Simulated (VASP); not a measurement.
Data:

```
CELL_PARAMETERS angstrom
      2.93374     1.69379     4.99275
     -2.93374     1.69379     4.99275
      0.00000    -3.38759     4.99275
ATOMIC_POSITIONS crystal
  Ce 0.00000 0.70869 0.29131
  Ce 0.29131 0.00000 0.70869
  Ce 0.70869 0.29131 0.00000
  Ce 0.21141 0.21141 0.21141
  Ce 0.78859 0.78859 0.78859
  Mg 0.50000 0.50000 0.50000
```

Calculation: PBEsol GGA, VASP's PBE PAW potentials (set 64) (plane waves; VASP). Run with 400 eV cut-off, 7×7×7 Γ-centred mesh, tetrahedra with Blöchl corrections, potentials Ce Mg.

The cores are frozen, which limits the accuracy of field gradients.

Give the principal components of the electric field gradient (V/Å²) and the asymmetry η at each nucleus.

```tsv
atom	Vxx	Vyy	Vzz	η
Ce1	127.5	86.9	-214.4	0.19
Ce2	127.5	86.9	-214.4	0.19
Ce3	127.5	86.9	-214.4	0.19
Ce4	-4.5	-4.5	9.0	0.00
Ce5	-4.5	-4.5	9.0	0.00
Mg6	-2.0	-2.0	3.9	0.00
```

The structure comes from a computed database's Ce5Mg entry (R32); how it stands against other phases isn't given here. It was relaxed first, which changed the volume by -9 %. The run is not spin-polarised, so no magnetic state was tried.
